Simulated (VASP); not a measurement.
```xyz
4
Lattice="1.5994 0.9234 5.2420 -1.5994 0.9234 5.2420 0.0000 -1.8469 5.2420" Properties=species:S:1:pos:R:3 pbc="T T T"
Zr     0.0000     0.0000    15.7261
Nb     0.0000     0.0000     7.8630
C      0.0000     0.0000    11.8575
C      0.0000     0.0000     3.8686
```

All values below come from LDA (Ceperley-Alder, Perdew-Zunger), VASP's LDA PAW potentials (set 64) (plane waves; VASP). Run with 520 eV cut-off, 12×12×12 Γ-centred mesh, tetrahedra with Blöchl corrections, potentials Zr_sv Nb_sv C.

Question: Predict the energy per atom (σ→0), band gap (on the k-mesh) with the smallest direct gap where there is one.

Answer: 
| Quantity | Value |
|---|---|
| band gap (on the k-mesh) | none (metal, semimetal or under 0.01 eV) |
| energy per atom (σ→0) | -11.006 eV/atom |

The absolute energy has meaning only against runs of the same code, potentials and settings.

The structure comes from a computed database's ZrNbC2 entry (R-3m); how it stands against other phases isn't given here. It was relaxed first. The electron count is odd and the run is not spin-polarised, which forces a metal.
